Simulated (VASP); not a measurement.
The input files of a VASP run:

### KPOINTS
```
Regular mesh
0
gamma
9 9 9
```

File POSCAR:
```
NiSi2
1
    0.0000000000     2.6902320000     2.7503790000
    2.7133950000     0.0000000000     2.7503790000
    2.7133950000     2.6902320000     0.0000000000
Si Ni
2 1
Direct
  0.2500000000   0.2500000000   0.2500000000
  0.7500000000   0.7500000000   0.7500000000
 -0.0123180000   0.0123180000   0.0123180000
```

INCAR:
```
# general
SYSTEM   =NiSi2
PREC     =Accurate
ENCUT    =400   # plane-wave cut-off (eV)
LREAL    =F
LASPH    =T

# electronic loop
EDIFF    =1E-6
NELM     =100   # most electronic steps
ALGO     =Normal   # blocked Davidson
LMAXMIX  =4   # l cut-off of mixed one-centre charges

# smearing
ISMEAR   =1
SIGMA    =0.1

# functional
GGA      =PE

# DFT+U
LDAU     =T
LDAUTYPE =2   # Dudarev
LDAUL    =-1 2
LDAUU    =0 1.0
LDAUJ    =0 0
LDAUPRINT=1

# ions
ISIF     =2

# output
LWAVE    =F
LCHARG   =F
LORBIT   =10
```

POTCAR, in this order: Si Ni (PBE.64 set). Program: vasp_std.

Q: Translate this PBE+U calculation to Ansatz.

A: One equivalent input (not run):
Ansatz 0.2 input:
```yaml
crystal:
  lattice:
    - [0.0000000, 2.6902320, 2.7503790]
    - [2.7133950, 0.0000000, 2.7503790]
    - [2.7133950, 2.6902320, 0.0000000]
  atoms:
    - { symbol: Si, position: [0.2500000, 0.2500000, 0.2500000] }
    - { symbol: Si, position: [0.7500000, 0.7500000, 0.7500000] }
    - { symbol: Ni, position: [-0.0123180, 0.0123180, 0.0123180] }
kpoints:
  mp_grid: { grid: [9, 9, 9] }
hamiltonian:
  xc: pbe
  pseudopotentials: { kind: paw }
  hubbard:
    sites:
      - { species: Ni, l: d, u_eff: 1 }
scf:
  occupations: { method: methfessel_paxton, width: 0.1 }
  max_iter: 100
output: { forces: true, stress: true, eigenvalues: true }
```
Limits of the translation: each code has its own PAW files, so the cut-off isn't converted (ENCUT is set for VASP's; basis.ecutwfc is left out, and Ansatz then takes the one that its files recommend); Ansatz stops its SCF on the density residual and VASP on the energy change (EDIFF); the +U projectors differ, so the same U acts differently.

The compound is NiSi2 in the fluorite structure. The cell was not relaxed at this level, atoms are displaced from their ideal sites. The run is one of a series of settings (LDAU = .TRUE., LDAUJ = 0 0, LDAUL = -1 2, LDAUTYPE = 2, LDAUU = 0 1.0 against the base run), some of them coarse on purpose.
